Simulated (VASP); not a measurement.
Calculation: LDA (Ceperley-Alder, Perdew-Zunger), VASP's LDA PAW potentials (set 64) (plane waves; VASP).

VASP ran on this input.

KPOINTS:
```
Regular mesh
0
Gamma
 14 14 14
```

### POSCAR
```
Cs
1
   -1.7856046361     1.7856046361     1.7856046361
    1.7856046361    -1.7856046361     1.7856046361
    1.7856046361     1.7856046361    -1.7856046361
Cs
1
Direct
  0.0000000000   0.0000000000   0.0000000000
```

**INCAR**
```
SYSTEM = Cs
PREC = Accurate
ENCUT = 500
EDIFF = 1E-6
NELM = 100
ALGO = Normal
LREAL = .FALSE.
LASPH = .TRUE.
ISMEAR = 1
SIGMA = 0.1
LMAXMIX = 4
LWAVE = .FALSE.
LCHARG = .FALSE.
IBRION = 2
ISIF = 3
NSW = 40
EDIFFG = -0.02
PSTRESS = 450
```

POTCAR, in this order: Cs_sv (LDA.64 set). Program: vasp_std.

Task: What will the output report for the number of irreducible k-points (NKPTS), largest plane-wave count, number of space-group operations, FFT grid (NGX, NGY, NGZ)?

Result: 
```yaml
number of irreducible k-points (NKPTS): 104
largest_plane_wave_count: 603
number_of_space_group_operations: 48
FFT grid (NGX, NGY, NGZ): 24 × 24 × 24
```

The compound is Cs in the bcc structure. It was relaxed first under an external pressure of 45 GPa.
